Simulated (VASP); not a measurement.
Given:

Space group Pm-3m (No. 221); a = b = c = 2.8628 Å, α = β = γ = 90.00°

```json
[
 {"atom": "Al", "site": "1b", "symmetry": "m-3m", "x": "0.5000", "y": "0.5000", "z": "0.5000"},
 {"atom": "Ni", "site": "1a", "symmetry": "m-3m", "x": "0.0000", "y": "0.0000", "z": "0.0000"}
]
```

All values below come from PBEsol GGA, VASP's PBE PAW potentials (set 64) (plane waves; VASP). Run with 480 eV cut-off, 12×12×12 Γ-centred mesh, first-order Methfessel-Paxton smearing of 0.10 eV, potentials Al Ni.

Each relaxation starts from this cell; other phases were not tried.

The cell is relaxed at 20 GPa. What happens?

The volume per atom goes from 11.73 to 10.68 Å³ (-9.0 %), and the cell becomes a = b = c = 2.7745 Å, α = β = γ = 90.00°, space group Pm-3m.

The cell is relaxed at 30 GPa. What happens?

The volume per atom goes from 11.73 to 10.29 Å³ (-12.3 %), and the cell becomes a = b = c = 2.741 Å, α = β = γ = 90.00°, space group Pm-3m.

Failed runs are left out, and for metals the shear rows, which the mesh's noise covers.

The compound is NiAl in the CsCl type structure. The run is not spin-polarised, so no magnetic state was tried. The electron count is odd and the run is not spin-polarised, which forces a metal.
